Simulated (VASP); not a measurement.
## Ba: Ba into a neighbouring Ba vacancy

Wanted: the minimum-energy path in Ba for this move: Ba into a neighbouring Ba vacancy.

Method: PBEsol; plane waves and PAW (Ba_sv), in VASP 6.6.1.

## 1. The host crystal

It takes space group Im-3m (No. 229, cubic). Conventional cell: a = 5.020 Å, b = 5.020 Å, c = 5.020 Å, α = 90.00°, β = 90.00°, γ = 90.00°. Nearest to Ba lie 8 Ba at 4.35 Å.

## 2. Relax the host

The later steps need the crystal at this functional's own lattice; a raised cutoff keeps the stress reliable while the cell changes.

INCAR reads:

```
SYSTEM = Ba
PREC = Accurate
ENCUT = 350
EDIFF = 1E-06
NELM = 120
ISMEAR = 1
SIGMA = 0.15
LREAL = .FALSE.
ALGO = Normal
GGA = PS
NBANDS = 11
LORBIT = 11
LWAVE = .FALSE.
LCHARG = .FALSE.
KPAR = 6
LASPH = .TRUE.
IBRION = 2
NSW = 40
ISIF = 3
EDIFFG = -0.02
POTIM = 0.4
```

POSCAR reads:

```
Ba
1.0
   -2.5100000000      2.5100000000      2.5100000000
    2.5100000000     -2.5100000000      2.5100000000
    2.5100000000      2.5100000000     -2.5100000000
Ba
1
Direct
    0.0000000000      0.0000000000      0.0000000000
```

KPOINTS reads:

```
Automatic mesh
0
Gamma
9 9 9
0 0 0
```

The projector-augmented-wave data sets are Ba_sv (PBE family, release 64).

Started as:

```bash
> mpirun -np 6 vasp_std
```

Log:

```text
[banner, memory and clock lines left out]
running    6 mpi-ranks, on    1 nodes
 distrk:  each k-point on    1 cores,    6 groups
 distr:  one band on    1 cores,    1 groups

 POSCAR found type information on POSCAR Ba
 POSCAR found :  1 types and       1 ions
|                                                                             |
|           W    W    AA    RRRRR   N    N  II  N    N   GGGG   !!!           |
|           W    W   A  A   R    R  NN   N  II  NN   N  G    G  !!!           |
|           W    W  A    A  R    R  N N  N  II  N N  N  G       !!!           |
|           W WW W  AAAAAA  RRRRR   N  N N  II  N  N N  G  GGG   !            |
|           WW  WW  A    A  R   R   N   NN  II  N   NN  G    G                |
|           W    W  A    A  R    R  N    N  II  N    N   GGGG   !!!           |
|                                                                             |
|     For optimal performance we recommend to set                             |
|       NCORE = 2 up to number-of-cores-per-socket                            |
|     NCORE specifies how many cores store one orbital (NPAR=cpu/NCORE).      |
|     This setting can greatly improve the performance of VASP for DFT.       |
|     The default, NCORE=1 might be grossly inefficient on modern             |
|     multi-core architectures or massively parallel machines. Do your        |
|     Unfortunately you need to use the default for GW and RPA                |
|     calculations (for HF NCORE is supported but not extensively tested      |
|     yet).                                                                   |
|                                                                             |

|                                                                             |
|               ----> ADVICE to this user running VASP <----                  |
|                                                                             |
|     You enforced a specific xc type in the INCAR file but a different       |
|     [... a line on the potential file left out ...]
|     I HOPE YOU KNOW WHAT YOU ARE DOING!                                     |
|                                                                             |

 LDA part: xc-table for (Slater+PW92), standard interpolation
 POSCAR, INCAR and KPOINTS ok, starting setup
 FFT: planning ... GRIDC
 FFT: planning ... GRID_SOFT
 FFT: planning ... GRID
 WAVECAR not read
 entering main loop
       N       E                     dE             d eps       ncg     rms          rms(c)
DAV:   1     0.434135516769E+02    0.43414E+02   -0.33975E+03   770   0.540E+02
DAV:   2    -0.249938053682E+00   -0.43663E+02   -0.42640E+02   932   0.120E+02
DAV:   3    -0.208793342039E+01   -0.18380E+01   -0.18279E+01   943   0.252E+01
DAV:   4    -0.213805509576E+01   -0.50122E-01   -0.50037E-01  1003   0.389E+00
DAV:   5    -0.213952719962E+01   -0.14721E-02   -0.14720E-02  1022   0.521E-01    0.157E+00
DAV:   6    -0.213902929559E+01    0.49790E-03   -0.32316E-03   902   0.512E-01    0.929E-01
DAV:   7    -0.213888495887E+01    0.14434E-03   -0.51508E-03   906   0.669E-01    0.402E-02
DAV:   8    -0.213898388551E+01   -0.98927E-04   -0.28402E-04  1220   0.865E-02    0.209E-02
DAV:   9    -0.213898760447E+01   -0.37190E-05   -0.38815E-06   927   0.180E-02    0.577E-03
DAV:  10    -0.213898798285E+01   -0.37838E-06   -0.21965E-06   890   0.943E-03
   1 F= -.21389880E+01 E0= -.21387800E+01  d E =-.213899E+01
 curvature:   0.00 expect dE= 0.000E+00 dE for cont linesearch  0.000E+00
 trial: gam= 0.00000 g(F)=  0.117E-64 g(S)=  0.695E-02 ort = 0.000E+00 (trialstep = 0.100E+01)
 search vector abs. value=  0.695E-02
 bond charge predicted
       N       E                     dE             d eps       ncg     rms          rms(c)
DAV:   1    -0.219221336138E+01   -0.53226E-01   -0.13653E+00   869   0.808E+00    0.959E-01
DAV:   2    -0.215529266661E+01    0.36921E-01   -0.73927E-02   842   0.217E+00    0.459E-01
DAV:   3    -0.214404866438E+01    0.11244E-01   -0.64861E-02  1140   0.150E+00    0.157E-01
DAV:   4    -0.214418320247E+01   -0.13454E-03   -0.45550E-04   857   0.176E-01    0.107E-01
DAV:   5    -0.214467677847E+01   -0.49358E-03   -0.16409E-04   914   0.881E-02    0.608E-03
DAV:   6    -0.214467917618E+01   -0.23977E-05   -0.19399E-05   950   0.183E-02    0.673E-03
DAV:   7    -0.214467902465E+01    0.15153E-06   -0.66129E-07   654   0.628E-03
   2 F= -.21446790E+01 E0= -.21443890E+01  d E =-.569104E-02
 trial-energy change:   -0.005691  1 .order   -0.005669   -0.006946   -0.004393
 step:   2.5252(harm=  2.7212)  dis= 0.00000  next Energy=    -2.148106 (dE=-0.912E-02)
 bond charge predicted
       N       E                     dE             d eps       ncg     rms          rms(c)
DAV:   1    -0.226314210283E+01   -0.11846E+00   -0.32771E+00   878   0.125E+01    0.150E+00
DAV:   2    -0.217311837546E+01    0.90024E-01   -0.17356E-01   839   0.333E+00    0.711E-01
DAV:   3    -0.214667337247E+01    0.26445E-01   -0.15366E-01  1140   0.229E+00    0.243E-01
DAV:   4    -0.214702940081E+01   -0.35603E-03   -0.99745E-04   860   0.262E-01    0.168E-01
DAV:   5    -0.214821603325E+01   -0.11866E-02   -0.42848E-04   934   0.136E-01    0.108E-02
DAV:   6    -0.214822048309E+01   -0.44498E-05   -0.41786E-05   944   0.265E-02    0.118E-02
DAV:   7    -0.214822120950E+01   -0.72641E-06   -0.14562E-06   773   0.107E-02
   3 F= -.21482212E+01 E0= -.21477318E+01  d E =-.923323E-02
 curvature:  -1.34 expect dE=-0.187E-04 dE for cont linesearch -0.187E-04
 trial: gam=-0.04275 g(F)=  0.211E-63 g(S)=  0.139E-04 ort = 0.311E-03 (trialstep = 0.131E+01)
 search vector abs. value=  0.280E-07
 reached required accuracy - stopping structural energy minimisation
```

It took 12 s on 6 MPI ranks of Intel Xeon Platinum 8488C (Sapphire Rapids), shared host; peak memory 0.92 GiB.

Lines that name or quote the potential files are left out of all logs, and their timing lines are given in words.

OUTCAR, selected parts (step 2):

```text
ion  position               nearest neighbor table
   1  0.000  0.000  0.000-

  LATTYP: Found a body centered cubic cell.
 ALAT       =     5.0200000000

 Subroutine GETGRP returns: Found 48 space group operations
 (whereof 48 operations were pure point group operations)

The static configuration has the point symmetry O_h .

 Found     35 irreducible k-points:

   k-points           NKPTS =     35   k-points in BZ     NKDIM =     35   number of bands    NBANDS=     11

   dimension x,y,z NGX =    28 NGY =   28 NGZ =   28
   dimension x,y,z NGXF=    56 NGYF=   56 NGZF=   56

   ENCUT  =  350.0 eV  25.72 Ry    5.07 a.u.   6.63  6.63  6.63*2*pi/ulx,y,z

   NELECT =      10.0000    total number of electrons

 k-points in reciprocal lattice and weights: Automatic mesh
   0.00000000  0.00000000  0.00000000       0.001
   0.11111111  0.00000000  0.00000000       0.016
   0.22222222  0.00000000  0.00000000       0.016
   0.33333333  0.00000000  0.00000000       0.016
   0.44444444  0.00000000  0.00000000       0.016
   0.11111111  0.11111111  0.00000000       0.033
   0.22222222  0.11111111  0.00000000       0.066
   0.33333333  0.11111111  0.00000000       0.066
   0.44444444  0.11111111  0.00000000       0.033
[...]
-0.44444444 -0.44444444  0.33333333       0.011
  -0.44444444  0.44444444  0.44444444       0.008

 average (electrostatic) potential at core
       1 -38.9787

 E-fermi :   1.7749

 k-point     1 :       0.0000    0.0000    0.0000
  band No.  band energies     occupation
      1     -26.9804      2.00000
      2     -11.8675      2.00000
      3     -11.8675      2.00000
      4     -11.8675      2.00000
      5      -1.0352      2.00000
      6       3.6514     -0.00000
      7       3.6514     -0.00000
      8       3.6514     -0.00000
      9       5.1826      0.00000
     10       5.1826      0.00000
    ...

 k-point     2 :       0.1111    0.0000    0.0000
  band No.  band energies     occupation
      1     -26.9736      2.00000
      2     -11.9410      2.00000
      3     -11.8897      2.00000
      4     -11.8681      2.00000
      5      -0.7865      2.00000
      6       3.4536     -0.00000
      7       3.5308     -0.00000
      8       3.9078     -0.00000
      9       4.9005      0.00000
     10       5.1662      0.00000
    ...

 k-point     3 :       0.2222    0.0000    0.0000
  band No.  band energies     occupation
      1     -26.9562      2.00000
      2     -12.1196      2.00000
      3     -11.9451      2.00000
      4     -11.8695      2.00000
      5      -0.1443      2.00000
      6       3.0402     -0.00000
      7       3.0794     -0.00000
      8       4.6532     -0.00000
      9       4.8589      0.00000
     10       5.2039      0.00000
    ...

  Total       -0.0109616     -0.0109616     -0.0109616      0.0000000      0.0000000      0.0000000
  in kB       -0.2985253     -0.2985253     -0.2985253      0.0000000      0.0000000      0.0000000
  external PRESSURE =      -0.2985253 kB  Pullay stress =       0.0000000 kB

  energy-cutoff  :      350.00
  volume of cell :       58.83
      direct lattice vectors                 reciprocal lattice vectors
    -2.450086478  2.450086478  2.450086478     0.000000000  0.204074429  0.204074429
     2.450086478 -2.450086478  2.450086478     0.204074429  0.000000000  0.204074429
     2.450086478  2.450086478 -2.450086478     0.204074429  0.204074429  0.000000000

 POSITION                                       TOTAL-FORCE (eV/Angst)
 -----------------------------------------------------------------------------------
      0.00000      0.00000      0.00000         0.000000     -0.000000     -0.000000
 -----------------------------------------------------------------------------------
    total drift:                               -0.000000     -0.000000     -0.000000

  FREE ENERGIE OF THE ION-ELECTRON SYSTEM (eV)
  ---------------------------------------------------
  free  energy   TOTEN  =        -2.1482212095 eV

  energy  without entropy=       -2.1467529320  energy(sigma->0) =       -2.14773178

 reached required accuracy - stopping structural energy minimisation

 total charge
# of ion       s       p       d       tot
------------------------------------------
    1        2.070   5.533   0.299   7.901

[... 3 further parts left out ...]
```

CONTCAR:

```
Ba
   1.00000000000000
    -2.4500864778577003    2.4500864778577003    2.4500864778577003
     2.4500864778577003   -2.4500864778577003    2.4500864778577003
     2.4500864778577003    2.4500864778577003   -2.4500864778577003
  Ba
     1
Direct
     0.0000000000000000    0.0000000000000000    0.0000000000000000
```

The k-mesh is coarse for a metal. Harder data sets than Ba_sv exist (the GW ones), and pressures, volumes and forces can shift noticeably with them. The PAW data sets were made with PBE, which is usual practice but a small mismatch for other functionals. The run keeps the 48 symmetry operations of its start, so it cannot find a distortion of lower symmetry.

Relaxation path:

```csv
step,energy less that of the first step (eV),largest force (eV/Å),pressure (GPa),volume (Å³)
1,0.0000,0.0000,-0.62,63.25
2,-0.0057,0.0000,-0.40,61.48
3,-0.0092,0.0000,-0.03,58.83
```

```csv
"conventional cell, symmetrised",before,after,change
a (Å),5.020,4.900,-2.4 %
b (Å),5.020,4.900,-2.4 %
c (Å),5.020,4.900,-2.4 %
volume (Å³/atom),63.25,58.83,-7.0 %
```

Final coordinates:

```cif
data_structure
_symmetry_space_group_name_H-M 'P 1'
_symmetry_Int_Tables_number 1
_cell_length_a 4.2437
_cell_length_b 4.2437
_cell_length_c 4.2437
_cell_angle_alpha 109.471
_cell_angle_beta 109.471
_cell_angle_gamma 109.471
_cell_volume 58.83
loop_
_atom_site_label
_atom_site_type_symbol
_atom_site_fract_x
_atom_site_fract_y
_atom_site_fract_z
_atom_site_occupancy
Ba1 Ba 0.00000 0.00000 0.00000 1
```

Numbers from this step:

| Quantity | Value |
| --- | --- |
| electronic cycles | 24 |
| electrons | 10 |
| free energy (TOTEN) | -2.148 eV |
| energy at zero smearing | -2.148 eV |
| Fermi energy | 1.775 eV |
| metallic | yes |

The run ended after 3 ionic steps, 0.009 eV below its first step, once forces and stress met EDIFFG = -0.02.

## 3. Relax the host again, on a new basis

The volume changed by more than 5 %, so the plane waves of the start no longer fit; a second relaxation removes that error.

Changes to INCAR since step 2:

```diff
@@ -17,3 +17,3 @@
 IBRION = 2
-NSW = 40
+NSW = 30
 ISIF = 3
```

POSCAR reads:

```
Ba
1.0
   -2.4500864779      2.4500864779      2.4500864779
    2.4500864779     -2.4500864779      2.4500864779
    2.4500864779      2.4500864779     -2.4500864779
Ba
1
Direct
    0.0000000000      0.0000000000      0.0000000000
```

KPOINTS reads:

```
Automatic mesh
0
Gamma
10 10 10
0 0 0
```

Started as:

```bash
> mpirun -np 6 vasp_std
```

Log:

```text
[banner, memory and clock lines left out]
running    6 mpi-ranks, on    1 nodes
 distrk:  each k-point on    1 cores,    6 groups
 distr:  one band on    1 cores,    1 groups

 POSCAR found type information on POSCAR Ba
 POSCAR found :  1 types and       1 ions
 [... a notice as in an earlier step ...]

 [... a notice as in an earlier step ...]

 LDA part: xc-table for (Slater+PW92), standard interpolation
 POSCAR, INCAR and KPOINTS ok, starting setup
 FFT: planning ... GRIDC
 FFT: planning ... GRID_SOFT
 FFT: planning ... GRID
 WAVECAR not read
 entering main loop
       N       E                     dE             d eps       ncg     rms          rms(c)
DAV:   1     0.413903868432E+02    0.41390E+02   -0.35239E+03  1034   0.551E+02
DAV:   2    -0.334638619230E+00   -0.41725E+02   -0.40765E+02  1239   0.123E+02
DAV:   3    -0.210123676896E+01   -0.17666E+01   -0.17399E+01  1327   0.242E+01
DAV:   4    -0.214906780149E+01   -0.47831E-01   -0.47756E-01  1294   0.400E+00
DAV:   5    -0.215090316337E+01   -0.18354E-02   -0.18353E-02  1412   0.586E-01    0.174E+00
DAV:   6    -0.214903652142E+01    0.18666E-02   -0.37474E-03  1329   0.537E-01    0.102E+00
DAV:   7    -0.214808144214E+01    0.95508E-03   -0.60213E-03  1415   0.692E-01    0.449E-02
DAV:   8    -0.214817325583E+01   -0.91814E-04   -0.15260E-04  1380   0.752E-02    0.138E-02
DAV:   9    -0.214817775532E+01   -0.44995E-05   -0.55952E-06  1262   0.164E-02    0.259E-03
DAV:  10    -0.214817745687E+01    0.29845E-06   -0.25083E-07   793   0.331E-03
   1 F= -.21481775E+01 E0= -.21478172E+01  d E =-.214818E+01
 curvature:   0.00 expect dE= 0.000E+00 dE for cont linesearch  0.000E+00
 trial: gam= 0.00000 g(F)=  0.235E-64 g(S)=  0.154E-04 ort = 0.000E+00 (trialstep = 0.100E+01)
 search vector abs. value=  0.154E-04
 reached required accuracy - stopping structural energy minimisation
```

It took 10 s on 6 MPI ranks; peak memory 0.9 GiB.

Parts of OUTCAR (step 3):

```text
  LATTYP: Found a body centered cubic cell.
 ALAT       =     4.9001729558

The static configuration has the point symmetry O_h .

 Found     47 irreducible k-points:

   k-points           NKPTS =     47   k-points in BZ     NKDIM =     47   number of bands    NBANDS=     11

   ENCUT  =  350.0 eV  25.72 Ry    5.07 a.u.   6.47  6.47  6.47*2*pi/ulx,y,z

   NELECT =      10.0000    total number of electrons

 E-fermi :   1.7352

 k-point     1 :       0.0000    0.0000    0.0000
  band No.  band energies     occupation
      1     -26.9798      2.00000
      2     -11.8667      2.00000
      3     -11.8667      2.00000
      4     -11.8667      2.00000
      5      -1.0355      2.00000
      6       3.6514     -0.00000
      7       3.6514     -0.00000
      8       3.6514     -0.00000
      9       5.1833      0.00000
     10       5.1833      0.00000
    ...

 k-point     2 :       0.1000    0.0000    0.0000
  band No.  band energies     occupation
      1     -26.9743      2.00000
      2     -11.9269      2.00000
      3     -11.8849      2.00000
      4     -11.8672      2.00000
      5      -0.8328      2.00000
      6       3.4880     -0.00000
      7       3.5581     -0.00000
      8       3.8594     -0.00000
      9       4.9343      0.00000
     10       5.1684      0.00000
    ...

  Total       -0.0115416     -0.0115416     -0.0115416      0.0000000      0.0000000     -0.0000000
  in kB       -0.3143204     -0.3143204     -0.3143204      0.0000000      0.0000000     -0.0000000
  external PRESSURE =      -0.3143204 kB  Pullay stress =       0.0000000 kB

 POSITION                                       TOTAL-FORCE (eV/Angst)
 -----------------------------------------------------------------------------------
      0.00000      0.00000      0.00000        -0.000000      0.000000      0.000000
 -----------------------------------------------------------------------------------
    total drift:                                0.000000     -0.000000     -0.000000

  FREE ENERGIE OF THE ION-ELECTRON SYSTEM (eV)
  ---------------------------------------------------
  free  energy   TOTEN  =        -2.1481774569 eV

  energy  without entropy=       -2.1470966251  energy(sigma->0) =       -2.14781718

 total charge
# of ion       s       p       d       tot
------------------------------------------
    1        2.070   5.532   0.299   7.902

[... 5 parts as in an earlier step ...]

[... 6 further parts left out ...]
```

CONTCAR:

```
Ba
   1.00000000000000
    -2.4500864778999998    2.4500864778999998    2.4500864778999998
     2.4500864778999998   -2.4500864778999998    2.4500864778999998
     2.4500864778999998    2.4500864778999998   -2.4500864778999998
  Ba
     1
Direct
     0.0000000000000000    0.0000000000000000    0.0000000000000000
```

Little changed from the start: no atom moved by 0.005 Å and no cell edge by 0.1 %.

This step gave:

```yaml
electronic_cycles: 10
fermi_energy: 1.735 eV
```

The start already met the threshold, so nothing moved.

(Continued in part 2 of 5.)

[Lines on the potential files, build, host, timing and source positions are cut from VASP's logs without a mark.]

[Logs are printed without paths, hosts, clocks, repeated set-up lines and the standing remarks that a program may print on its own settings, such as how far it seeks lower states.]

[Hosts, paths, dates, database ids (printed as entryN), source tags and the programs' standing remarks are cut or masked in the printed files.]

[Runs that stopped without an error message from VASP are left out.]
